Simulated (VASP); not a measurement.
An input for Ansatz (written as the equivalent of a VASP run, and not itself run):

Ansatz 0.2 input:
```yaml
crystal:
  lattice:
    - [3.4458383, 0.0000000, 0.0000000]
    - [0.0000000, 6.2539054, 0.0000000]
    - [0.0000000, 0.0000000, 14.4327488]
  atoms:
    - { symbol: Te, position: [0.5000000, 0.7926876, 0.9060042] }
    - { symbol: Te, position: [0.0000000, 0.2073124, 0.4060042] }
    - { symbol: Te, position: [0.5000000, 0.6965376, 0.3632797] }
    - { symbol: Te, position: [0.0000000, 0.3034624, 0.8632797] }
    - { symbol: Te, position: [0.0000000, 0.8596636, 0.6519114] }
    - { symbol: Te, position: [0.5000000, 0.1403364, 0.1519114] }
    - { symbol: Te, position: [0.0000000, 0.6500020, 0.1089385] }
    - { symbol: Te, position: [0.5000000, 0.3499980, 0.6089385] }
    - { symbol: W, position: [0.5000000, 0.9569538, 0.5141912] }
    - { symbol: W, position: [0.0000000, 0.0430462, 0.0141912] }
    - { symbol: W, position: [0.5000000, 0.3998160, 0.0009651] }
    - { symbol: W, position: [0.0000000, 0.6001840, 0.5009651] }
kpoints:
  mp_grid: { grid: [8, 5, 2] }
hamiltonian:
  xc: pbesol
  pseudopotentials: { kind: paw }
scf:
  occupations: { method: methfessel_paxton, width: 0.1 }
  max_iter: 100
relax:
  max_steps: 60
  f_tol: 0.02
  cell: {}
output: { forces: true, stress: true, eigenvalues: true }
```

Problem. Write the VASP files for the same calculation (PBEsol).

Solution. One answer among several that fit: 
### POSCAR
```
Te2W
1
    3.4458383252     0.0000000000     0.0000000000
    0.0000000000     6.2539053635     0.0000000000
    0.0000000000     0.0000000000    14.4327487895
Te W
8 4
Direct
  0.5000000000   0.7926875837   0.9060042001
  0.0000000000   0.2073124163   0.4060042001
  0.5000000000   0.6965376172   0.3632797483
  0.0000000000   0.3034623828   0.8632797483
  0.0000000000   0.8596635908   0.6519113599
  0.5000000000   0.1403364092   0.1519113599
  0.0000000000   0.6500019667   0.1089384632
  0.5000000000   0.3499980333   0.6089384632
  0.5000000000   0.9569538220   0.5141911671
  0.0000000000   0.0430461780   0.0141911671
  0.5000000000   0.3998159609   0.0009650614
  0.0000000000   0.6001840391   0.5009650614
```

**INCAR**
```
SYSTEM = Te2W
PREC = Accurate; ENCUT = 400; LREAL = .FALSE.
LASPH = .TRUE.
EDIFF = 1E-6; NELM = 100; ALGO = Normal
LMAXMIX = 6
ISMEAR = 1; SIGMA = 0.1
GGA = PS
IBRION = 2; NSW = 60; ISIF = 3
EDIFFG = -0.02
LWAVE = .FALSE.; LCHARG = .FALSE.
```

**KPOINTS**
```
Automatic mesh
0
Gamma
8 5 2
0 0 0
```

POTCAR, in this order: Te W_sv (PBE.64 set). Program: vasp_std.

What does not carry over: each code has its own PAW files, so the cut-off isn't converted (ENCUT is set for VASP's; basis.ecutwfc is left out, and Ansatz then takes the one that its files recommend); Ansatz stops its SCF on the density residual and VASP on the energy change (EDIFF).

The structure comes from a computed database's Te2W entry (Pmn2_1); how it stands against other phases isn't given here. This run relaxes it. Symmetry was kept, so distortions that lower it aren't found. The start is the result of an earlier pass.
